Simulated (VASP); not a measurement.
NaLa2:

```
CELL_PARAMETERS angstrom
0.00000 3.22844 3.22844
3.22844 0.00000 3.22844
3.22844 3.22844 0.00000
ATOMIC_POSITIONS crystal
Na 0.00000 0.00000 0.00000
La 0.25000 0.25000 0.25000
La 0.75000 0.75000 0.75000
```

The cell was built by a generator and needn't be a form met in nature.

The cell isn't the ideal one: species swapped into the LuH2 type (Fm-3m, No. 225).

* Program: VASP 6.6.1
* Task: relaxation of cell and atoms
* Functional: PBE
* Potentials or basis: VASP PAW PBE potentials, release 64 (Na_pv, La)
* Cutoff: 600 eV
* k mesh: 6 × 6 × 6
* Occupations: gaussian, width 0.1 eV
* Spin: no spin polarisation

At the start: pressure 26.4 GPa; volume 22.43 Å³/atom.

Task: How do energy, volume and symmetry change on relaxing?

Result: Over 5 steps the energy falls by 961.5 meV/atom and the volume is 40.31 Å³/atom (+79.7 %); space group Fm-3m (No. 225, to 0.05 Å).

The path:
| step | energy change (eV) | largest force (eV/Å) | pressure (GPa) | volume (Å³) |
| --- | --- | --- | --- | --- |
| 1 | 0.0000 | 0.0000 | 26.40 | 67.30 |
| 2 | -2.8277 | 0.0000 | 1.85 | 110.09 |
| 3 | -2.8774 | 0.0000 | 0.61 | 116.68 |
| 4 | -2.8449 | 0.0000 | -1.20 | 130.62 |
| 5 | -2.8846 | 0.0000 | -0.05 | 120.92 |

Final structure:
```xyz
3
Lattice="0.0000 3.9248 3.9248 3.9248 0.0000 3.9248 3.9248 3.9248 0.0000" Properties=species:S:1:pos:R:3 pbc="T T T"
Na    0.0000    0.0000    0.0000
La    1.9624    1.9624    1.9624
La    5.8872    5.8872    5.8872
```

Caveat: the volume moved by over 15 % at a fixed basis, so the end points are rough.
